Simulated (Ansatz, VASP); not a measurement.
RbP2 in VASP and in Ansatz

```
CELL_PARAMETERS angstrom
0.00000 3.57844 3.57844
3.57844 0.00000 3.57844
3.57844 3.57844 0.00000
ATOMIC_POSITIONS crystal
Rb 0.00000 0.00000 0.00000
P 0.25000 0.25000 0.25000
P 0.75000 0.75000 0.75000
```

Alike in both runs: functional PBE; k mesh 12 × 12 × 12; occupations gaussian, width 0.1 eV; no spin polarisation.

Ansatz relaxed the structure, and its values are those at the end. VASP's run is a single point on that final structure, the one shown.

|  | VASP | Ansatz |
| --- | --- | --- |
| version | VASP 6.6.1 | Ansatz 0.2.0 |
| potentials or method | VASP PAW PBE potentials, release 64 (Rb_sv, P) | scalar-relativistic, plane waves, PAW |
| plane-wave cutoff (eV) | 520 | 420 |
| valence electrons in the cell | 19 | 19 |

```csv
,VASP,Ansatz,Ansatz less VASP
gap on the k mesh at the Fermi level (eV),none,none,-
pressure (GPa),0.1,0.0,-0.06
```

A gap of «none» marks a metal or a gap that the smearing closes.
